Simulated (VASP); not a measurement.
Sn, 16 atoms in the cell. Symmetry: Fd-3m, No. 227, cubic system. The conventional cell has a = 6.467 Å, b = 6.467 Å, c = 6.467 Å, α = 90.00°, β = 90.00°, γ = 90.00°. Sn (site symmetry -43m) is surrounded by 4 Sn at 2.80 Å. This isn't the form of Sn at room conditions, which is tetragonal (white tin).

```yaml
Program: VASP 6.6.1
Task: core levels
Functional: PBEsol
Potentials_or_basis: VASP PAW PBE potentials, release 64 (Sn_d)
Cutoff: 300 eV
k_mesh: 4 × 4 × 4
Occupations: methfessel-paxton, width 0.1 eV
Spin: no spin polarisation
Further_INCAR_settings: ALGO = Fast; EDIFF = 1e-06
```

Potentials or basis: VASP PAW PBE potentials, release 64 (Sn_d).

The run is started by

```console
$ cat potpaw_PBE.64/Sn_d/POTCAR > POTCAR
$ mpirun -np 4 vasp_std > vasp.out
```

Hardware: 4 MPI ranks on Intel(R) Xeon(R) Platinum 8488C (Sapphire Rapids), with other jobs on the host.

**Question.** Estimate the wall time of this run.

**Answer.** Wall time 120 s on 4 MPI ranks on Intel(R) Xeon(R) Platinum 8488C (Sapphire Rapids), with other jobs on the host, peak memory 0.45 GiB a rank. Counts: scf iterations 15, k points 8.
